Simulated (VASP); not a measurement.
Consider the following.

```yaml
crystal:
  lattice:
    - [0.00000, 3.29454, 3.29454]
    - [3.29454, 0.00000, 3.29454]
    - [3.29454, 3.29454, 0.00000]
  atoms:
    - { symbol: K, position: [0.01009, 0.99333, 0.00805] }
    - { symbol: Br, position: [0.48991, 0.50667, 0.49195] }
```

Calculation: PBE0 hybrid, VASP's PBE PAW potentials (set 64) (plane waves; VASP). Settings: 300 eV cut-off, 5×5×5 Γ-centred mesh, Fermi-Dirac smearing of 0.020 eV, potentials K_sv Br.

Task: Predict the energy per atom (σ→0), band gap (on the k-mesh) with the smallest direct gap where there is one.

Result: 
```json
{
  "band gap (on the k-mesh)": "6.33 eV",
  "smallest direct gap (on the k-mesh)": "6.33 eV",
  "energy per atom (σ→0)": "-3.829 eV/atom"
}
```

The absolute energy has meaning only against runs of the same code, potentials and settings.

The structure comes from a computed database's KBr entry; how it stands against other phases isn't given here. The cell was not relaxed at this level, atoms are displaced from their ideal sites.
